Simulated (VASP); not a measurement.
Input of a VASP 6.6.1 run:

INCAR

```
ALGO = Normal ; EDIFF = 1E-6
EDIFFG = -0.02 ; ENCUT = 600
GGA = PE ; IBRION = 2
ISIF = 3 ; ISMEAR = 1
LASPH = T ; LCHARG = F
LREAL = F ; LWAVE = F
NELM = 80 ; NSW = 40
PREC = Accurate ; SIGMA = 0.1
```

KPOINTS

```
k-points
0
Gamma
  8 8 8
```

POSCAR

```
Be3Hg
1.0
    0.0000000000      2.9274090600      2.9274090600
    2.9274090600      0.0000000000      2.9274090600
    2.9274090600      2.9274090600      0.0000000000
Be Hg
3 1
Direct
    0.2500000000      0.2500000000      0.2500000000
    0.7500000000      0.7500000000      0.7500000000
    0.5000000000      0.5000000000      0.5000000000
    0.0000000000      0.0000000000      0.0000000000
```

Potentials or basis: VASP PAW PBE potentials, release 64 (Be, Hg).

Run with:

```bash
$ cat potpaw_PBE.64/Be/POTCAR potpaw_PBE.64/Hg/POTCAR > POTCAR
$ mpirun -np 1 vasp_std > vasp.out
```

Task: What does it give for the relaxed volume?

Result: 11.74 Å³/atom.

Task: Predict the band gap on the k mesh.

Result: None (metal or under the smearing width).

Task: Predict the relaxed cell.

Result: a = 4.049 Å, b = 4.049 Å, c = 4.049 Å, α = 60.00°, β = 60.00°, γ = 60.00°.

Step by step:
```csv
step,energy change (eV),largest force (eV/Å),pressure (GPa),volume (Å³)
1,0.0000,0.0000,-6.13,50.17
2,-0.0649,0.0000,0.43,46.77
3,-0.0651,0.0000,0.00,46.95
```

The run has no spin-orbit coupling, so splittings on Hg are missing.
